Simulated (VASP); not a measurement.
Computed with r2SCAN meta-GGA, VASP's PBE PAW potentials (set 64) (plane waves; VASP).

The input files of a VASP run:

### INCAR
```
ENCUT  =  450   ! plane-wave cut-off (eV)
SYSTEM  =  LiCl
LREAL  =  .False.
IBRION  =  2   ! conjugate gradients
ALGO  =  Normal   ! blocked Davidson
METAGGA  =  R2SCAN
EDIFF  =  1E-5   ! SCF stop (eV)
LMIXTAU  =  .True.
LASPH  =  .True.   ! aspherical one-centre terms
SIGMA  =  0.05   ! width (eV)
LWAVE  =  .False.
ISMEAR  =  0
EDIFFG  =  -0.03
ISIF  =  2
NSW  =  20
PREC  =  Normal
NELM  =  100
NELMIN  =  4
LCHARG  =  .False.
```

POSCAR:
```
LiCl
1
   -0.0000000000     2.5459872067     2.5459872067
    2.5459872067    -0.0000000000     2.5459872067
    2.5459872067     2.5459872067    -0.0000000000
Li Cl
1 1
Direct
  0.0000000000   0.0000000000   0.0000000000
  0.5000000000   0.5000000000   0.5000000000
```

**KPOINTS**
```
Automatic mesh
0
Gamma
10 10 10
0 0 0
```

POTCAR, in this order: Li_sv Cl (PBE.64 set). Program: vasp_std.

Output of the run:

File OSZICAR:
```
       N       E                     dE             d eps       ncg     rms          rms(c)
DAV:   1     0.341213660857E+02    0.34121E+02   -0.38789E+03   846   0.940E+02
DAV:   2    -0.127467139187E+02   -0.46868E+02   -0.45325E+02  1146   0.162E+02
DAV:   3    -0.145515541350E+02   -0.18048E+01   -0.18023E+01  1062   0.367E+01
DAV:   4    -0.145818008365E+02   -0.30247E-01   -0.30221E-01  1298   0.503E+00
DAV:   5    -0.145820458569E+02   -0.24502E-03   -0.24501E-03  1103   0.400E-01    0.261E+00
DAV:   6    -0.125118310437E+02    0.20702E+01   -0.61111E-01  1229   0.748E+00    0.283E+00
DAV:   7    -0.125623547271E+02   -0.50524E-01   -0.23061E-01  1074   0.531E+00    0.342E-01
DAV:   8    -0.126618311531E+02   -0.99476E-01   -0.19428E-01   859   0.529E+00    0.927E-01
DAV:   9    -0.125432718762E+02    0.11856E+00   -0.45454E-02   938   0.279E+00    0.826E-01
DAV:  10    -0.125723194020E+02   -0.29048E-01   -0.16033E-02  1042   0.165E+00    0.140E-01
DAV:  11    -0.125928259194E+02   -0.20507E-01   -0.10435E-02   848   0.149E+00    0.758E-02
DAV:  12    -0.125904301756E+02    0.23957E-02   -0.20175E-03   941   0.619E-01    0.153E-01
DAV:  13    -0.125939025046E+02   -0.34723E-02   -0.26152E-03   853   0.690E-01    0.113E-02
DAV:  14    -0.125938595113E+02    0.42993E-04   -0.20438E-04   868   0.210E-01    0.168E-02
DAV:  15    -0.125939808224E+02   -0.12131E-03   -0.44939E-05   948   0.971E-02    0.801E-03
DAV:  16    -0.125939451011E+02    0.35721E-04   -0.31259E-06   954   0.284E-02    0.365E-03
DAV:  17    -0.125939409019E+02    0.41992E-05   -0.13474E-06   485   0.173E-02
   1 F= -.12593941E+02 E0= -.12593941E+02  d E =-.125939E+02
```

OUTCAR:
```
------------------------ aborting loop because EDIFF is reached ----------------------------------------
  FORCE on cell =-STRESS in cart. coord.  units (eV):
  Direction    XX          YY          ZZ          XY          YZ          ZX
  --------------------------------------------------------------------------------------
  Total       -0.0951957     -0.0951957     -0.0951957      0.0000000      0.0000000      0.0000000
  in kB       -4.6209290     -4.6209290     -4.6209290      0.0000000      0.0000000      0.0000000
  external PRESSURE =      -4.6209290 kB  Pullay stress =       0.0000000 kB
  volume of cell :       33.01
      direct lattice vectors                 reciprocal lattice vectors
     0.000000000  2.545987207  2.545987207    -0.196387475  0.196387475  0.196387475
     2.545987207  0.000000000  2.545987207     0.196387475 -0.196387475  0.196387475
     2.545987207  2.545987207  0.000000000     0.196387475  0.196387475 -0.196387475
  FREE ENERGIE OF THE ION-ELECTRON SYSTEM (eV)
  ---------------------------------------------------
  free  energy   TOTEN  =       -12.5939409019 eV

  energy  without entropy=      -12.5939409019  energy(sigma->0) =      -12.59394090

 reached required accuracy - stopping structural energy minimisation
```
(Selected blocks of OUTCAR.)

OUTCAR:
```
 val. band max:        0.3635972383   @ k =   0.0000   0.0000   0.0000

 cond. band min:       7.8325727014   @ k =   0.0000   0.0000   0.0000


 Fermi energy:         0.6404715621

 k-point     1 :       0.0000    0.0000    0.0000
  band No.  band energies     occupation
      1     -44.4446      2.00000
      2     -13.7005      2.00000
      3       0.3636      2.00000
      4       0.3636      2.00000
      5       0.3636      2.00000
      6       7.8326      0.00000
      7      13.0411      0.00000
      8      13.0411      0.00000
      9      13.0411      0.00000

 k-point     2 :       0.1000    0.0000    0.0000
  band No.  band energies     occupation
      1     -44.4443      2.00000
      2     -13.6477      2.00000
      3       0.0085      2.00000
      4       0.3339      2.00000
      5       0.3339      2.00000
      6       8.1490      0.00000
      7      12.4978      0.00000
      8      13.0925      0.00000
      9      13.0928      0.00000

 k-point     3 :       0.2000    0.0000    0.0000
  band No.  band energies     occupation
      1     -44.4435      2.00000
      2     -13.5051      2.00000
      3      -0.8109      2.00000
      4       0.2588      2.00000
      5       0.2588      2.00000
      6       8.5743      0.00000
      7      12.1152      0.00000
      8      12.4260      0.00000
      9      12.4269      0.00000

 k-point     4 :       0.3000    0.0000    0.0000
  band No.  band energies     occupation
      1     -44.4426      2.00000
      2     -13.3170      2.00000
      3      -1.6861      2.00000
      4       0.1713      2.00000
      5       0.1713      2.00000
      6       8.4217      0.00000
      7      11.5009      0.00000
      8      11.5018      0.00000
      9      12.8897      0.00000

 k-point     5 :       0.4000    0.0000    0.0000
  band No.  band energies     occupation
      1     -44.4418      2.00000
      2     -13.1539      2.00000
      3      -2.3288      2.00000
...
```

At this cut-off the stress carries a Pulay error, which pulls relaxed volumes low.

The compound is LiCl in the rock salt structure. It was relaxed first.
